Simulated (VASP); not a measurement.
# A VASP study of OsPd (r2SCAN): structure first, properties next, part 5 of 5

What structure does OsPd take at this level, and what are its properties? The cell is invented: it takes the structure of COD entry 4334349, Pt (space group 225 there), with all of its atoms replaced by other elements, volume scaled by an estimate. It may not be a known or stable phase. Left out of this account: 1 further run (relaxation: it shows nothing beyond the runs told).

VASP 6.6.1, plane waves and PAW; the level of theory is named at each step.

Still holding for the runs below: The k-mesh is coarse for a metal.

So far. Step 11 (Volume scan with r2SCAN (run 4)): The pressure falls from 6.58 to 0.10 GPa. Step 11 (Volume scan with r2SCAN (run 4)): The run ends at a pressure of 0.10 GPa.

## 12. Volume scan with r2SCAN (run 5)

Level of this step: r2SCAN; plane waves and PAW (Os, Pd); invented cell (VASP).

INCAR reads:

```
SYSTEM = OsPd
PREC = Accurate
ENCUT = 400
EDIFF = 1E-06
NELM = 100
ISMEAR = 1
SIGMA = 0.2
LREAL = .FALSE.
ALGO = Normal
METAGGA = R2SCAN
LASPH = .TRUE.
NBANDS = 15
LORBIT = 11
LWAVE = .FALSE.
LCHARG = .FALSE.
ISIF = 2
```

POSCAR reads:

```
OsPd
1.0
    2.6949268505      0.0000000000      0.0000000000
    0.0000000000      2.6949268505      0.0000000000
    0.0000000000      0.0000000000      4.0348178796
Os Pd
1 1
Direct
    0.0000000000      0.0000000000      0.0000000000
    0.5000000000      0.5000000000      0.5000000000
```

KPOINTS reads:

```
Automatic mesh
0
Gamma
8 8 6
0 0 0
```

The projector-augmented-wave data sets are Os and Pd (PBE family, release 64).

Started as:

```console
$ mpirun -np 1 vasp_std
```

Log:

```text
[... set-up lines as in an earlier step ...]
 entering main loop
       N       E                     dE             d eps       ncg     rms          rms(c)
DAV:   1     0.171240457090E+02    0.17124E+02   -0.80664E+03  2000   0.959E+02
DAV:   2    -0.776196439595E+02   -0.94744E+02   -0.88128E+02  1919   0.275E+02
DAV:   3    -0.797978842510E+02   -0.21782E+01   -0.21459E+01  2332   0.394E+01
DAV:   4    -0.798153690759E+02   -0.17485E-01   -0.17480E-01  2240   0.369E+00
[...]
DAV:  11    -0.751257579238E+02   -0.23201E-04   -0.33206E-04  2283   0.196E-01    0.307E-02
DAV:  12    -0.751257666151E+02   -0.86913E-05   -0.39500E-05  2571   0.700E-02    0.195E-02
DAV:  13    -0.751257669266E+02   -0.31149E-06   -0.69137E-06  2165   0.383E-02
   1 F= -.75125767E+02 E0= -.75124104E+02  d E =-.498769E-02
```

It took 28 s on 1 MPI rank of Intel Xeon 6975P-C (Granite Rapids), shared host; peak memory 0.14 GiB.

From OUTCAR (step 12):

```text
  Total       -1.0546250     -1.0546250     -0.9760248      0.0000000      0.0000000      0.0000000
  in kB      -57.6621360    -57.6621360    -53.3646330      0.0000000      0.0000000      0.0000000
  external PRESSURE =     -56.2296350 kB  Pullay stress =       0.0000000 kB

 POSITION                                       TOTAL-FORCE (eV/Angst)
 -----------------------------------------------------------------------------------
      0.00000      0.00000      0.00000         0.000000      0.000000      0.000000
      1.34746      1.34746      2.01741         0.000000      0.000000      0.000000
 -----------------------------------------------------------------------------------
    total drift:                                0.000000     -0.000000     -0.000000

  FREE ENERGIE OF THE ION-ELECTRON SYSTEM (eV)
  ---------------------------------------------------
  free  energy   TOTEN  =       -75.1257669266 eV

  energy  without entropy=      -75.1207792336  energy(sigma->0) =      -75.12410436

[... 1 part as in an earlier step ...]

[... 2 further parts left out ...]
[key lines of the parts left out:]
E-fermi :   9.4642
```

The pressure falls from 0.10 to -5.62 GPa, so it vanishes between these two volumes.

## 13. Volume scan with r2SCAN (run 6)

INCAR is that of step 12.

POSCAR reads:

```
OsPd
1.0
    2.7124268659      0.0000000000      0.0000000000
    0.0000000000      2.7124268659      0.0000000000
    0.0000000000      0.0000000000      4.0610187298
Os Pd
1 1
Direct
    0.0000000000      0.0000000000      0.0000000000
    0.5000000000      0.5000000000      0.5000000000
```

KPOINTS is that of step 12.

Started as:

```console
$ mpirun -np 1 vasp_std
```

Log:

```text
[... set-up lines as in an earlier step ...]
 entering main loop
       N       E                     dE             d eps       ncg     rms          rms(c)
DAV:   1     0.192083848009E+02    0.19208E+02   -0.79601E+03  1992   0.952E+02
DAV:   2    -0.775687247363E+02   -0.96777E+02   -0.89730E+02  1898   0.275E+02
DAV:   3    -0.798509600627E+02   -0.22822E+01   -0.22371E+01  2367   0.400E+01
DAV:   4    -0.798693487759E+02   -0.18389E-01   -0.18385E-01  2173   0.375E+00
[...]
DAV:  12    -0.750970274921E+02   -0.10852E-04   -0.43904E-05  2300   0.687E-02    0.105E-02
DAV:  13    -0.750970287629E+02   -0.12708E-05   -0.29901E-06  2158   0.207E-02    0.275E-03
DAV:  14    -0.750970289579E+02   -0.19502E-06   -0.36247E-07  1313   0.558E-03
   1 F= -.75097029E+02 E0= -.75095437E+02  d E =-.477543E-02
```

Run time: 30 s. Hardware: 1 MPI rank; peak memory 0.14 GiB.

Parts of OUTCAR (step 13):

```text
  Total       -2.0507079     -2.0507079     -1.8934573      0.0000000      0.0000000      0.0000000
  in kB     -109.9672406   -109.9672406   -101.5348259      0.0000000      0.0000000      0.0000000
  external PRESSURE =    -107.1564357 kB  Pullay stress =       0.0000000 kB

 POSITION                                       TOTAL-FORCE (eV/Angst)
 -----------------------------------------------------------------------------------
      0.00000      0.00000      0.00000         0.000000      0.000000      0.000000
      1.35621      1.35621      2.03051         0.000000      0.000000      0.000000
 -----------------------------------------------------------------------------------
    total drift:                                0.000000     -0.000000     -0.000000

  FREE ENERGIE OF THE ION-ELECTRON SYSTEM (eV)
  ---------------------------------------------------
  free  energy   TOTEN  =       -75.0970289579 eV

  energy  without entropy=      -75.0922535242  energy(sigma->0) =      -75.09543715

[... 1 part as in an earlier step ...]

[... 2 further parts left out ...]
[key lines of the parts left out:]
E-fermi :   9.1514
```

The pressure falls from -5.62 to -10.72 GPa.

The run ends at a pressure of -10.72 GPa.

## 14. Volume scan with r2SCAN (run 7)

A prediction first. A parabola through the 6 pressures of evenly scaled cells so far, P = 0.09 -306.1 t +796 t² GPa with t = ln(V/V₁) and V₁ the volume at scale 1, gives -15.04 GPa at t = +0.0583.

INCAR is that of step 13.

POSCAR reads:

```
OsPd
1.0
    2.7297039359      0.0000000000      0.0000000000
    0.0000000000      2.7297039359      0.0000000000
    0.0000000000      0.0000000000      4.0868857886
Os Pd
1 1
Direct
    0.0000000000      0.0000000000      0.0000000000
    0.5000000000      0.5000000000      0.5000000000
```

KPOINTS is that of step 13.

Started as:

```console
$ mpirun -np 1 vasp_std
```

Log:

```text
[... set-up lines as in an earlier step ...]
 entering main loop
       N       E                     dE             d eps       ncg     rms          rms(c)
DAV:   1     0.135620433278E+02    0.13562E+02   -0.80751E+03  2064   0.957E+02
DAV:   2    -0.777371034951E+02   -0.91299E+02   -0.83906E+02  1968   0.267E+02
DAV:   3    -0.798872813887E+02   -0.21502E+01   -0.21103E+01  2297   0.386E+01
DAV:   4    -0.799051053642E+02   -0.17824E-01   -0.17822E-01  2311   0.363E+00
[...]
DAV:  11    -0.750511973292E+02   -0.41296E-04   -0.23578E-04  2318   0.168E-01    0.342E-02
DAV:  12    -0.750512064682E+02   -0.91390E-05   -0.58845E-05  2227   0.915E-02    0.123E-02
DAV:  13    -0.750512059099E+02    0.55830E-06   -0.50917E-06  2276   0.263E-02
   1 F= -.75051206E+02 E0= -.75049697E+02  d E =-.452633E-02
```

Run time: 28 s. Hardware: 1 MPI rank; peak memory 0.14 GiB.

From OUTCAR (step 14):

```text
  Total       -2.9654337     -2.9654337     -2.7349576      0.0000000      0.0000000      0.0000000
  in kB     -156.0181823   -156.0181823   -143.8923113      0.0000000      0.0000000      0.0000000
  external PRESSURE =    -151.9762253 kB  Pullay stress =       0.0000000 kB

 POSITION                                       TOTAL-FORCE (eV/Angst)
 -----------------------------------------------------------------------------------
      0.00000      0.00000      0.00000         0.000000      0.000000      0.000000
      1.36485      1.36485      2.04344         0.000000      0.000000      0.000000
 -----------------------------------------------------------------------------------
    total drift:                                0.000000     -0.000000     -0.000000

  FREE ENERGIE OF THE ION-ELECTRON SYSTEM (eV)
  ---------------------------------------------------
  free  energy   TOTEN  =       -75.0512059099 eV

  energy  without entropy=      -75.0466795805  energy(sigma->0) =      -75.04969713

[... 1 part as in an earlier step ...]

[... 2 further parts left out ...]
[key lines of the parts left out:]
E-fermi :   8.8505
```

The pressure falls from -10.72 to -15.20 GPa. The parabola predicted -15.04 GPa, +0.16 GPa off.

## 15. Comparing the runs

Times are for 1 MPI rank of Intel Xeon 6975P-C (Granite Rapids), shared host. Results by setting:

```csv
no.,volume scale,energy above the lowest point (meV/atom),pressure (GPa),time,memory (GiB)
1,0.94,57.39,22.09,31 s,0.14
2,0.96,24.88,13.88,29 s,0.14
3,0.98,6.27,6.579,29 s,0.14
4,1,0,0.09879,30 s,0.14
5,1.02,4.65,-5.623,28 s,0.14
6,1.04,18.98,-10.72,30 s,0.14
7,1.06,41.85,-15.20,28 s,0.14
```

## 16. Fit for r2SCAN

This step: Birch-Murnaghan fit, r2SCAN; plane waves and PAW; invented cell (VASP 6.6.1).

No new run; the numbers come from the runs before.

Numbers from this step:

| Quantity | Value |
| --- | --- |
| pressure derivative of the bulk modulus | 5.069 |
| r.m.s. error of the fit | 6.97e-6 eV/atom |
| minimum inside the sampled range | yes |
| bulk modulus | 302.4 GPa |
| equilibrium volume of the fit | 14.38 Å³/atom |

Energy above the fitted minimum against volume:

```csv
volume (Å³/atom),energy above the fitted minimum (eV/atom)
13.502,0.0574
13.790,0.0249
14.077,0.00628
14.364,1.4e-5
14.652,0.00466
14.939,0.0190
15.226,0.0419
```

The fitted volume lies +0.11 % from the relaxed one. At a finite cutoff and mesh the minimum of the energy and the zero of the stress don't quite coincide, and the relaxation stops at a threshold.

## 17. Results

- relaxed volume: 14.36 Å³/atom
- relaxed conventional cell a, b, c: 2.677, 2.677, 4.008 Å
- space group after relaxing, within 0.02 Å: P4/mmm (No. 123)
- band gap: none, a metal
- DOS at the Fermi level: 2.57 states/eV/cell
- band gap (r2SCAN + SOC): none, a metal
- bulk modulus from the fit: 302 GPa
- volume from the fit: 14.4 Å³/atom

**Reading.** With r2SCAN, OsPd relaxes to 14.36 Å³/atom in space group P4/mmm (held by the symmetry of the run), comes out as a metal and has a bulk modulus of 302 GPa at fixed shape and positions, an upper bound. Band structure (r2SCAN): Of the bands kept, 5 cross the Fermi level on this path. Bands along the symmetry lines (r2SCAN + SOC): Of the bands kept, 8 cross the Fermi level on this path (spinor bands, one electron each). The k-sampling is coarse for a metal, so the Fermi level, pressures and the shape of the cell carry errors. No search among competing phases was made. All values are for a static lattice at zero temperature.

[Lines on the potential files, build, host, timing and source positions are cut from VASP's logs without a mark.]

[Logs are printed without paths, hosts, clocks, repeated set-up lines and the standing remarks that a program may print on its own settings, such as how far it seeks lower states.]

[Hosts, paths, dates, database ids (printed as entryN), source tags and the programs' standing remarks are cut or masked in the printed files.]

[A measured line is paired with the nearest computed mode of its activity, which favours agreement.]
